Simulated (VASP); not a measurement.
A VASP calculation is set up with these files.

### POSCAR
```
ZrO2
1
    0.0000000000     2.5959000000     2.5959000000
    2.5959000000     0.0000000000     2.5959000000
    2.5959000000     2.5959000000     0.0000000000
Zr O
1 2
Direct
  0.0000000000   0.0000000000   0.0000000000
  0.2500000000   0.2500000000   0.2500000000
  0.7500000000   0.7500000000   0.7500000000
```

**INCAR**
```
ALGO  =  Normal
EDIFF  =  1E-6
ENCUT  =  520
GGA  =  PE
ISIF  =  2
ISMEAR  =  0
LASPH  =  .True.
LCHARG  =  .False.
LMAXMIX  =  4
LREAL  =  .False.
LWAVE  =  .False.
NELM  =  100
PREC  =  Accurate
SIGMA  =  0.05
SYSTEM  =  ZrO2
```

### KPOINTS
```
Automatic mesh
0
Gamma
7 7 7
0 0 0
```

POTCAR, in this order: Zr_sv O (PBE.64 set). Program: vasp_std.

Q: Write an equivalent input for Quantum ESPRESSO's pw.x.

A: One equivalent input (not run):
```
&CONTROL
  calculation = 'scf'
  pseudo_dir = './pseudo'
  outdir = './out'
  tprnfor = .true.
  tstress = .true.
/
&SYSTEM
  ibrav = 0
  nat = 3
  ntyp = 2
  ecutwfc = 84
  occupations = 'smearing'
  smearing = 'gaussian'
  degauss = 0.003675
  input_dft = 'pbe'
/
&ELECTRONS
  conv_thr = 7.3e-08
  electron_maxstep = 100
/
ATOMIC_SPECIES
  Zr 91.224 Zr.upf
  O 15.999 O.upf
CELL_PARAMETERS angstrom
     0.0000000    2.5959000    2.5959000
     2.5959000    0.0000000    2.5959000
     2.5959000    2.5959000    0.0000000
ATOMIC_POSITIONS crystal
  Zr   0.0000000  0.0000000  0.0000000
  O    0.2500000  0.2500000  0.2500000
  O    0.7500000  0.7500000  0.7500000
K_POINTS automatic
  7 7 7 0 0 0
```
Limits of the translation: the potentials are each code's own (VASP's PAW set, PseudoDojo norm-conserving files in pw.x), so ENCUT and ecutwfc are chosen apart and not converted; conv_thr bounds pw.x's estimated SCF error, while EDIFF bounds the energy change between steps.

The compound is ZrO2 in the fluorite structure, the high-temperature cubic form, which is unstable at 0 K; the monoclinic form is the stable one. The cell was not relaxed at this level.
